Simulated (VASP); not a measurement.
```
CELL_PARAMETERS angstrom
      0.00000     2.48101     2.48101
      2.48101     0.00000     2.48101
      2.48101     2.48101     0.00000
ATOMIC_POSITIONS crystal
  Hf 0.00000 0.00000 0.00000
  O  0.25000 0.25000 0.25000
  O  0.75000 0.75000 0.75000
```

Method: PBEsol GGA, VASP's PBE PAW potentials (set 64) (plane waves; VASP). Run with 620 eV cut-off, 8×8×8 Γ-centred mesh, Gaussian smearing of 0.050 eV, potentials Hf_pv O.

Energy and stress use the plane-wave basis of the starting cell.

### Question
The ions, cell shape and volume at an external pressure of 20.0 GPa are relaxed. Give the cell that the relaxation ends in.

### Answer

```
CELL_PARAMETERS angstrom
      0.00000     2.45683     2.45683
      2.45683     0.00000     2.45683
      2.45683     2.45683     0.00000
ATOMIC_POSITIONS crystal
  Hf 0.00000 0.00000 0.00000
  O  0.25000 0.25000 0.25000
  O  0.75000 0.75000 0.75000
```
Space group Fm-3m (225), at a tolerance of 0.03 Å.

### Question
How do energy and volume change from the first to the last step?

### Answer
The energy (σ→0) changes by +27.1 meV/atom and the volume by -2.9 %, in 3 ionic steps.

```json
[
 {"step": "1", "E(σ→0) (eV)": "-31.6081", "max force (eV/Å)": "0.000", "pressure (GPa)": "9.98", "volume (Å³)": "30.54"},
 {"step": "2", "E(σ→0) (eV)": "-31.1576", "max force (eV/Å)": "0.000", "pressure (GPa)": "45.68", "volume (Å³)": "27.81"},
 {"step": "3", "E(σ→0) (eV)": "-31.5267", "max force (eV/Å)": "0.000", "pressure (GPa)": "19.77", "volume (Å³)": "29.66"}
]
```

The compound is HfO2 in the fluorite structure, the high-temperature cubic form, which is unstable at 0 K; the monoclinic form is the stable one. This run relaxes it under an external pressure of 20 GPa. Symmetry was kept, so distortions that lower it aren't found.
